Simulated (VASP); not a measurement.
OSZICAR of a VASP run on Nb$_{4}$C$_{3}$N (ordered alloy cell):

File OSZICAR:
```
       N       E                     dE             d eps       ncg     rms          rms(c)
DAV:   1     0.852503329935E+03    0.85250E+03   -0.37635E+04 15506   0.176E+03
DAV:   2    -0.237170399985E+02   -0.87622E+03   -0.86257E+03 18665   0.711E+02
DAV:   3    -0.976328682935E+02   -0.73916E+02   -0.73200E+02 26412   0.162E+02
DAV:   4    -0.101791239656E+03   -0.41584E+01   -0.41229E+01 25252   0.339E+01
DAV:   5    -0.102048729164E+03   -0.25749E+00   -0.25582E+00 25132   0.845E+00    0.265E+01
DAV:   6    -0.878260280363E+02    0.14223E+02   -0.10387E+02 22539   0.468E+01    0.833E+00
DAV:   7    -0.877097807353E+02    0.11625E+00   -0.11418E+01 25284   0.172E+01    0.516E+00
DAV:   8    -0.875709157715E+02    0.13886E+00   -0.29860E+00 22748   0.953E+00    0.350E+00
DAV:   9    -0.875430126055E+02    0.27903E-01   -0.54345E-01 22980   0.395E+00    0.103E+00
DAV:  10    -0.875409686648E+02    0.20439E-02   -0.97995E-02 24188   0.176E+00    0.478E-01
DAV:  11    -0.875423167112E+02   -0.13480E-02   -0.15105E-02 21060   0.682E-01    0.254E-01
DAV:  12    -0.875418539429E+02    0.46277E-03   -0.36031E-03 23852   0.334E-01    0.840E-02
DAV:  13    -0.875418553932E+02   -0.14503E-05   -0.76282E-04 24084   0.140E-01    0.176E-02
DAV:  14    -0.875418542303E+02    0.11629E-05   -0.52824E-05 25372   0.431E-02    0.939E-03
DAV:  15    -0.875418537954E+02    0.43494E-06   -0.56825E-06 23660   0.176E-02    0.661E-03
DAV:  16    -0.875418531638E+02    0.63157E-06   -0.11090E-06 22084   0.663E-03    0.272E-03
DAV:  17    -0.875418531367E+02    0.27165E-07   -0.50084E-07 15964   0.430E-03
   1 F= -.87541853E+02 E0= -.87541853E+02  d E =0.000000E+00
```

**Question.** Which electronic solver shows in the log?

**Answer.** It is blocked Davidson (ALGO = Normal, or the opening steps of other solvers). The INCAR had ALGO = Normal.

**Question.** Can the final energy be trusted as converged?

**Answer.** The calculation finished and met its thresholds. It stopped with EDIFF = 1E-7, NELM = 100 (PBEsol GGA, plane waves, VASP's PBE PAW potentials (set 64)).

The structure was generated: Nb4C3N was put into an ordered model structure (R-3m), which need not be its known phase. It was relaxed first. The electron count is odd and the run is not spin-polarised, which forces a metal.
